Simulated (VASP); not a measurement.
Output of a VASP run:

**OSZICAR**
```
       N       E                     dE             d eps       ncg     rms          rms(c)
DAV:   1     0.811847569164E+03    0.81185E+03   -0.41880E+04  1124   0.121E+03
DAV:   2    -0.242608735645E+02   -0.83611E+03   -0.81694E+03  1114   0.458E+02
DAV:   3    -0.585121704325E+02   -0.34251E+02   -0.33216E+02  1359   0.840E+01
DAV:   4    -0.593795182273E+02   -0.86735E+00   -0.85606E+00  1216   0.109E+01
DAV:   5    -0.594098656180E+02   -0.30347E-01   -0.30129E-01  1360   0.169E+00    0.237E+01
DAV:   6    -0.570790360142E+02    0.23308E+01   -0.15895E+01  1164   0.207E+01    0.103E+01
DAV:   7    -0.575152182947E+02   -0.43618E+00   -0.14567E+01  1308   0.189E+01    0.113E+01
DAV:   8    -0.558219262342E+02    0.16933E+01   -0.69240E+00  1264   0.995E+00    0.216E+00
DAV:   9    -0.557992564851E+02    0.22670E-01   -0.30565E-01  1301   0.237E+00    0.104E+00
DAV:  10    -0.557952504324E+02    0.40061E-02   -0.50715E-02  1271   0.102E+00    0.433E-01
DAV:  11    -0.557941942717E+02    0.10562E-02   -0.11319E-02  1250   0.542E-01    0.159E-01
DAV:  12    -0.557938779228E+02    0.31635E-03   -0.88640E-04  1236   0.143E-01    0.257E-02
DAV:  13    -0.557938690008E+02    0.89220E-05   -0.86293E-05  1330   0.438E-02    0.103E-02
DAV:  14    -0.557938682771E+02    0.72367E-06   -0.63074E-06  1005   0.121E-02
   1 F= -.55793868E+02 E0= -.55775969E+02  d E =-.357993E-01
```

OUTCAR:
```
------------------------ aborting loop because EDIFF is reached ----------------------------------------
  FORCE on cell =-STRESS in cart. coord.  units (eV):
  Direction    XX          YY          ZZ          XY          YZ          ZX
  --------------------------------------------------------------------------------------
  Total      -16.1556869    -16.1556869    -16.1556869      0.0000000     -0.0000000      0.0000000
  in kB     -236.1861057   -236.1861057   -236.1861057      0.0000000     -0.0000000      0.0000000
  external PRESSURE =    -236.1861057 kB  Pullay stress =       0.0000000 kB
  volume of cell :      109.59
      direct lattice vectors                 reciprocal lattice vectors
     0.000000000  3.798253000  3.798253000    -0.131639467  0.131639467  0.131639467
     3.798253000  0.000000000  3.798253000     0.131639467 -0.131639467  0.131639467
     3.798253000  3.798253000  0.000000000     0.131639467  0.131639467 -0.131639467
 POSITION                                       TOTAL-FORCE (eV/Angst)
 -----------------------------------------------------------------------------------
      0.94956      0.94956      0.94956         0.000000     -0.000000      0.000000
      0.94956      2.84869      2.84869         0.000000     -0.000000      0.000000
      2.84869      0.94956      2.84869         0.000000     -0.000000      0.000000
      2.84869      2.84869      0.94956         0.000000     -0.000000      0.000000
      5.69738      5.69738      5.69738        -0.000000     -0.000000     -0.000000
      3.79825      3.79825      3.79825         0.000000      0.000000      0.000000
 -----------------------------------------------------------------------------------
    total drift:                                0.000000      0.000000      0.000000
  FREE ENERGIE OF THE ION-ELECTRON SYSTEM (eV)
  ---------------------------------------------------
  free  energy   TOTEN  =       -55.7938682771 eV

  energy  without entropy=      -55.7580689721  energy(sigma->0) =      -55.77596862
```
(Selected blocks of OUTCAR.)

### POSCAR
```
Mo2Rh
1
    0.0000000000     3.7982530000     3.7982530000
    3.7982530000     0.0000000000     3.7982530000
    3.7982530000     3.7982530000     0.0000000000
Mo Rh
4 2
Direct
  0.1250000000   0.1250000000   0.1250000000
  0.6250000000   0.1250000000   0.1250000000
  0.1250000000   0.6250000000   0.1250000000
  0.1250000000   0.1250000000   0.6250000000
  0.7500000000   0.7500000000   0.7500000000
  0.5000000000   0.5000000000   0.5000000000
```

Reconstruct the remaining input files.

One answer among several that fit: the input of the run itself, PBE GGA, plane waves, VASP's PBE PAW potentials (set 64).

**INCAR**
```
# general
SYSTEM =Mo2Rh
PREC   =Accurate
ENCUT  =300   # plane-wave cut-off (eV)
LREAL  =.FALSE.   # projection in real space or not
LASPH  =.TRUE.

# electronic loop
EDIFF  =1E-6   # SCF stop (eV)
NELM   =100   # most electronic steps
ALGO   =Normal   # blocked Davidson
LMAXMIX=4

# smearing
ISMEAR =0
SIGMA  =0.1   # width (eV)

# functional
GGA    =PE   # PBE

# ions
ISIF   =2

# output
LWAVE  =.FALSE.
LCHARG =.FALSE.
```

KPOINTS:
```
Automatic mesh
0
Gamma
5 5 5
0 0 0
```

POTCAR, in this order: Mo_sv Rh_pv (PBE.64 set). Program: vasp_std.

At this cut-off the stress carries a Pulay error, which pulls relaxed volumes low.

The structure was generated: Mo2Rh was put into an ordered model structure, which need not be its known phase. The cell was not relaxed at this level, and its volume differs by -5.9 % from the start's.
